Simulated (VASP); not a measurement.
Calculation: RPBE GGA, VASP's PBE PAW potentials (set 64) (plane waves; VASP).

The input files of a VASP run:

KPOINTS:
```
Automatic mesh
0
Gamma
14 14 14
0 0 0
```

### INCAR
```
# general
SYSTEM  = Nb
PREC    = Accurate
ENCUT   = 520   # plane-wave cut-off (eV)
LREAL   = F
LASPH   = T   # aspherical one-centre terms

# electronic loop
EDIFF   = 1E-6   # SCF stop (eV)
NELM    = 100
ALGO    = Normal   # blocked Davidson
LMAXMIX = 4

# smearing
ISMEAR  = 1   # Methfessel-Paxton
SIGMA   = 0.1

# functional
GGA     = RP

# ions
IBRION  = 2
NSW     = 60   # most ionic steps
ISIF    = 3   # ions, shape and volume
EDIFFG  = -0.01   # ionic stop

# output
LWAVE   = F
LCHARG  = F
```

File POSCAR:
```
Nb
1
   -1.6500000000     1.6500000000     1.6500000000
    1.6500000000    -1.6500000000     1.6500000000
    1.6500000000     1.6500000000    -1.6500000000
Nb
1
Direct
  0.0000000000   0.0000000000   0.0000000000
```

POTCAR, in this order: Nb_sv (PBE.64 set). Program: vasp_std.

The run wrote:

### OSZICAR
```
       N       E                     dE             d eps       ncg     rms          rms(c)
DAV:   1     0.118045705678E+03    0.11805E+03   -0.75380E+03  2088   0.130E+03
DAV:   2    -0.473444107074E+01   -0.12278E+03   -0.11989E+03  2226   0.450E+02
DAV:   3    -0.977421317733E+01   -0.50398E+01   -0.47574E+01  3104   0.777E+01
DAV:   4    -0.100741607817E+02   -0.29995E+00   -0.29750E+00  2934   0.166E+01
DAV:   5    -0.100839315764E+02   -0.97708E-02   -0.97620E-02  3132   0.246E+00    0.701E+00
DAV:   6    -0.972112316592E+01    0.36281E+00   -0.73662E-01  3234   0.117E+01    0.245E+00
DAV:   7    -0.968236007412E+01    0.38763E-01   -0.23001E-01  3224   0.654E+00    0.950E-01
DAV:   8    -0.968865840567E+01   -0.62983E-02   -0.13070E-02  2480   0.179E+00    0.501E-02
DAV:   9    -0.968872235201E+01   -0.63946E-04   -0.12658E-03  3634   0.372E-01    0.536E-02
DAV:  10    -0.968874739727E+01   -0.25045E-04   -0.32822E-05  2536   0.991E-02    0.218E-02
DAV:  11    -0.968873817610E+01    0.92212E-05   -0.95854E-06  2256   0.640E-02    0.449E-03
DAV:  12    -0.968873787111E+01    0.30499E-06   -0.23167E-07  1242   0.774E-03
   1 F= -.96887379E+01 E0= -.96886935E+01  d E =-.968874E+01
       N       E                     dE             d eps       ncg     rms          rms(c)
DAV:   1    -0.104008203941E+02   -0.71208E+00   -0.21926E+01  2552   0.747E+01    0.632E+00
DAV:   2    -0.970826565317E+01    0.69255E+00   -0.19225E+00  3114   0.193E+01    0.187E+00
DAV:   3    -0.964696805303E+01    0.61298E-01   -0.51685E-01  3194   0.768E+00    0.881E-01
DAV:   4    -0.966080459793E+01   -0.13837E-01   -0.15160E-02  2746   0.129E+00    0.570E-01
DAV:   5    -0.967723573022E+01   -0.16431E-01   -0.37617E-02  3374   0.128E+00    0.285E-01
DAV:   6    -0.967779989735E+01   -0.56417E-03   -0.86120E-04  2498   0.343E-01    0.159E-01
DAV:   7    -0.967799530514E+01   -0.19541E-03   -0.40577E-04  3358   0.265E-01    0.340E-02
DAV:   8    -0.967798852017E+01    0.67850E-05   -0.18450E-05  2846   0.583E-02    0.641E-03
DAV:   9    -0.967798662890E+01    0.18913E-05   -0.95147E-07  1336   0.175E-02    0.226E-03
DAV:  10    -0.967798690542E+01   -0.27652E-06   -0.13334E-07  1136   0.511E-03
   2 F= -.96779869E+01 E0= -.96777130E+01  d E =0.107510E-01
       N       E                     dE             d eps       ncg     rms          rms(c)
DAV:   1    -0.997154416652E+01   -0.29356E+00   -0.84386E+00  2612   0.463E+01    0.416E+00
DAV:   2    -0.971154596075E+01    0.26000E+00   -0.61490E-01  3040   0.112E+01    0.118E+00
DAV:   3    -0.968428399540E+01    0.27262E-01   -0.19676E-01  3236   0.500E+00    0.662E-01
DAV:   4    -0.969035088584E+01   -0.60669E-02   -0.76754E-03  3144   0.861E-01    0.336E-01
DAV:   5    -0.969510116808E+01   -0.47503E-02   -0.13548E-02  3398   0.870E-01    0.151E-01
DAV:   6    -0.969508002229E+01    0.21146E-04   -0.51258E-04  2334   0.298E-01    0.111E-02
DAV:   7    -0.969508510180E+01   -0.50795E-05   -0.59534E-05  3430   0.564E-02    0.845E-03
DAV:   8    -0.969508552099E+01   -0.41919E-06   -0.10775E-06  1462   0.145E-02
   3 F= -.96950855E+01 E0= -.96949067E+01  d E =-.634765E-02
```

OUTCAR:
```
------------------------ aborting loop because EDIFF is reached ----------------------------------------
  FORCE on cell =-STRESS in cart. coord.  units (eV):
  Direction    XX          YY          ZZ          XY          YZ          ZX
  --------------------------------------------------------------------------------------
  Total       -0.0029753     -0.0029753     -0.0029753      0.0000000      0.0000000     -0.0000000
  in kB       -0.2583515     -0.2583515     -0.2583515      0.0000000      0.0000000     -0.0000000
  external PRESSURE =      -0.2583515 kB  Pullay stress =       0.0000000 kB
  volume of cell :       18.45
      direct lattice vectors                 reciprocal lattice vectors
    -1.664659997  1.664659997  1.664659997     0.000000000  0.300361636  0.300361636
     1.664659997 -1.664659997  1.664659997     0.300361636  0.000000000  0.300361636
     1.664659997  1.664659997 -1.664659997     0.300361636  0.300361636  0.000000000
 POSITION                                       TOTAL-FORCE (eV/Angst)
 -----------------------------------------------------------------------------------
      0.00000      0.00000      0.00000         0.000000      0.000000     -0.000000
 -----------------------------------------------------------------------------------
    total drift:                                0.000000     -0.000000      0.000000
  FREE ENERGIE OF THE ION-ELECTRON SYSTEM (eV)
  ---------------------------------------------------
  free  energy   TOTEN  =        -9.6950855210 eV

  energy  without entropy=       -9.6945490342  energy(sigma->0) =       -9.69490669

 reached required accuracy - stopping structural energy minimisation
```
(Selected blocks of OUTCAR.)

CONTCAR:
```
Nb
   1.00000000000000
    -1.6646599968904912    1.6646599968904912    1.6646599968904912
     1.6646599968904912   -1.6646599968904912    1.6646599968904912
     1.6646599968904912    1.6646599968904912   -1.6646599968904912
  Nb
     1
Direct
     0.0000000000000000    0.0000000000000000    0.0000000000000000
```

### OUTCAR
```
 val. band max:       10.9210258398   @ k =   0.5000   0.5000   0.1429

 cond. band min:      10.9407828628   @ k =   0.2857   0.0714  -0.0000


 Fermi energy:        10.9277326174

 k-point     1 :       0.0000    0.0000    0.0000
  band No.  band energies     occupation
      1     -43.5078      2.00000
      2     -18.8563      2.00000
      3     -18.8563      2.00000
      4     -18.8563      2.00000
      5       5.0312      2.00000
      6      11.2944     -0.00000
      7      11.2944     -0.00000
      8      11.2944     -0.00000
      9      14.1256      0.00000
     10      14.1256      0.00000

 k-point     2 :       0.0714    0.0000    0.0000
  band No.  band energies     occupation
      1     -43.4971      2.00000
      2     -18.9230      2.00000
      3     -18.8767      2.00000
      4     -18.8568      2.00000
      5       5.2354      2.00000
      6      11.1698     -0.00328
      7      11.2632     -0.00002
      8      11.4888     -0.00000
      9      13.9396      0.00000
     10      14.1265      0.00000

 k-point     3 :       0.1429    0.0000    0.0000
  band No.  band energies     occupation
      1     -43.4668      2.00000
      2     -19.1068      2.00000
      3     -18.9333      2.00000
      4     -18.8583      2.00000
      5       5.8037      2.00000
      6      10.8422      2.00566
      7      11.1198     -0.02050
      8      12.0606     -0.00000
      9      13.6247      0.00000
     10      14.1450      0.00000

 k-point     4 :       0.2143    0.0000    0.0000
  band No.  band energies     occupation
      1     -43.4227      2.00000
      2     -19.3653      2.00000
      3     -19.0140      2.00000
      4     -18.8604      2.00000
      5       6.5786      2.00000
      6      10.4142      2.00000
      7      10.8775      1.74304
      8      12.9711      0.00000
      9      13.5492      0.00000
     10      14.2128      0.00000

 k-point     5 :       0.2857    0.0000    0.0000
...
```

Energy and stress use the plane-wave basis of the starting cell.

The compound is Nb in the bcc structure. This run relaxes it. Symmetry was kept, so distortions that lower it aren't found.
